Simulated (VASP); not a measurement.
A VASP calculation is set up with these files.

INCAR:
```
ALGO=Normal
EDIFF=1E-7
ENCUT=520
GGA=PE
ISIF=2
ISMEAR=-5
LASPH=.TRUE.
LCHARG=.TRUE.
LEFG=.TRUE.
LMAXMIX=4
LORBIT=11
LREAL=.FALSE.
LWAVE=.FALSE.
NEDOS=601
NELM=100
PREC=Accurate
SYSTEM=Bi2Se3
```

POSCAR:
```
Bi2Se3
1
   10.2892697426    -2.0940517208     0.0696410045
   10.2892697426     2.0940517208     0.0696410045
    9.8387340158     0.0000000000     3.6685541659
Bi Se
2 3
Direct
  0.3968200349   0.3968200349   0.3968200349
  0.6031799651   0.6031799651   0.6031799651
  0.0000000000   0.0000000000   1.0000000000
  0.2186406377   0.2186406377   0.2186406377
  0.7813593623   0.7813593623   0.7813593623
```

**KPOINTS**
```
Regular mesh
0
G
 7 7 7
```

POTCAR, in this order: Bi_d Se (PBE.64 set). Program: vasp_std.

**Question.** Translate this PBE calculation to Ansatz.

**Answer.** One equivalent input (not run):
Ansatz 0.2 input:
```yaml
crystal:
  lattice:
    - [10.2892697, -2.0940517, 0.0696410]
    - [10.2892697, 2.0940517, 0.0696410]
    - [9.8387340, 0.0000000, 3.6685542]
  atoms:
    - { symbol: Bi, position: [0.3968200, 0.3968200, 0.3968200] }
    - { symbol: Bi, position: [0.6031800, 0.6031800, 0.6031800] }
    - { symbol: Se, position: [0.0000000, 0.0000000, 1.0000000] }
    - { symbol: Se, position: [0.2186406, 0.2186406, 0.2186406] }
    - { symbol: Se, position: [0.7813594, 0.7813594, 0.7813594] }
kpoints:
  mp_grid: { grid: [7, 7, 7] }
hamiltonian:
  xc: pbe
  pseudopotentials: { kind: paw }
scf:
  occupations: { method: tetrahedron }
  max_iter: 100
output: { forces: true, stress: true, eigenvalues: true }
```
Limits of the translation: each code has its own PAW files, so the cut-off isn't converted (ENCUT is set for VASP's; basis.ecutwfc is left out, and Ansatz then takes the one that its files recommend); Ansatz stops its SCF on the density residual and VASP on the energy change (EDIFF); the field gradients of LEFG aren't asked of the other code.

The compound is Bi2Se3 in the tetradymite structure. It was relaxed first, which changed the volume by +10 %.
